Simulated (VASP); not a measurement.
Consider the following.

```
CELL_PARAMETERS angstrom
      4.74000     0.00000     0.00000
      0.00000     4.74000     0.00000
      0.00000     0.00000     3.19000
ATOMIC_POSITIONS crystal
  Sn 0.00000 0.00000 0.00000
  Sn 0.50000 0.50000 0.50000
  O  0.30700 0.30700 0.00000
  O  0.80700 0.19300 0.50000
  O  0.19300 0.80700 0.50000
  O  0.69300 0.69300 0.00000
```

These are PBE GGA, VASP's PBE PAW potentials (set 64) (plane waves; VASP 6.6.1) values and carry that method's errors. Settings: 480 eV cut-off, 5×5×8 Γ-centred mesh, Gaussian smearing of 0.050 eV, potentials Sn O.

Energy and stress use the plane-wave basis of the starting cell.

Q: The ions, cell shape and volume are relaxed. Give the cell that the relaxation ends in.

A: 
```
CELL_PARAMETERS angstrom
      4.82238     0.00000     0.00000
      0.00000     4.82238     0.00000
      0.00000     0.00000     3.23736
ATOMIC_POSITIONS crystal
  Sn 0.00000 0.00000 0.00000
  Sn 0.50000 0.50000 0.50000
  O  0.30650 0.30650 0.00000
  O  0.80650 0.19350 0.50000
  O  0.19350 0.80650 0.50000
  O  0.69350 0.69350 0.00000
```
Space group P4_2/mnm (136), at a tolerance of 0.03 Å.

Q: How do energy and volume change from the first to the last step?

A: The energy (σ→0) changes by -19.5 meV/atom and the volume by +5.0 %, in 9 ionic steps.

| step | E(σ→0) (eV) | max force (eV/Å) | pressure (GPa) | volume (Å³) |
|---|---|---|---|---|
| 1 | -37.4188 | 0.264 | 10.90 | 71.67 |
| 2 | -37.3094 | 0.363 | -11.90 | 80.44 |
| 3 | -37.5345 | 0.052 | 0.02 | 75.15 |
| 4 | -37.5345 | 0.046 | 0.17 | 75.08 |
| 5 | -37.5359 | 0.002 | 0.07 | 75.20 |
| 6 | -37.5360 | 0.017 | 0.05 | 75.23 |
| 7 | -37.5360 | 0.018 | 0.06 | 75.24 |
| 8 | -37.5360 | 0.021 | 0.04 | 75.24 |
| 9 | -37.5360 | 0.003 | -0.08 | 75.29 |

The compound is SnO2 in the rutile structure. This run relaxes it. Symmetry was kept, so distortions that lower it aren't found.
